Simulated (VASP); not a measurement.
Given:

```
CELL_PARAMETERS angstrom
      2.86650     0.00000     0.00000
      0.00000     2.86650     0.00000
      0.00000     0.00000     3.57095
ATOMIC_POSITIONS crystal
  Cu 0.00000 0.00000 0.00000
  Au 0.50000 0.50000 0.50000
```

All values below come from rev-vdW-DF2, VASP's PBE PAW potentials (set 64) (plane waves; VASP). Numerical set-up: 520 eV cut-off, Gaussian smearing of 0.050 eV, potentials Cu Au.

Question: Give the energies of bands 1 to 14 at the high-symmetry points, in eV from the Fermi level.

Answer: 
```json
[
 {"band": "1", "Γ": "-9.72", "X": "-6.68", "M": "-7.03", "Z": "-7.72", "R": "-6.91", "A": "-6.43"},
 {"band": "2", "Γ": "-6.48", "X": "-5.35", "M": "-5.72", "Z": "-6.16", "R": "-6.55", "A": "-5.74"},
 {"band": "3", "Γ": "-6.36", "X": "-5.34", "M": "-5.72", "Z": "-5.72", "R": "-4.62", "A": "-5.74"},
 {"band": "4", "Γ": "-4.14", "X": "-4.59", "M": "-5.71", "Z": "-3.86", "R": "-4.29", "A": "-3.51"},
 {"band": "5", "Γ": "-4.14", "X": "-4.15", "M": "-1.90", "Z": "-3.86", "R": "-3.84", "A": "-3.26"},
 {"band": "6", "Γ": "-3.23", "X": "-3.37", "M": "-1.87", "Z": "-3.40", "R": "-2.67", "A": "-3.26"},
 {"band": "7", "Γ": "-2.77", "X": "-3.02", "M": "-1.82", "Z": "-3.22", "R": "-2.03", "A": "-3.12"},
 {"band": "8", "Γ": "-2.14", "X": "-3.02", "M": "-1.79", "Z": "-2.92", "R": "-1.86", "A": "-2.18"},
 {"band": "9", "Γ": "-1.76", "X": "-2.51", "M": "-1.40", "Z": "-2.45", "R": "-1.61", "A": "-1.89"},
 {"band": "10", "Γ": "-1.55", "X": "-2.30", "M": "-1.40", "Z": "-2.45", "R": "-1.56", "A": "-1.79"},
 {"band": "11", "Γ": "-1.55", "X": "-1.08", "M": "0.38", "Z": "-2.29", "R": "-0.99", "A": "4.97"},
 {"band": "12", "Γ": "2.83", "X": "-0.50", "M": "0.38", "Z": "-2.12", "R": "-0.98", "A": "5.45"},
 {"band": "13", "Γ": "8.79", "X": "9.98", "M": "4.51", "Z": "14.02", "R": "2.48", "A": "5.45"},
 {"band": "14", "Γ": "9.29", "X": "9.99", "M": "6.38", "Z": "14.16", "R": "4.40", "A": "5.56"}
]
```

It has no gap at this level: it comes out as a metal or semimetal.

The compound is CuAu in the L1_0 structure. It was relaxed first.
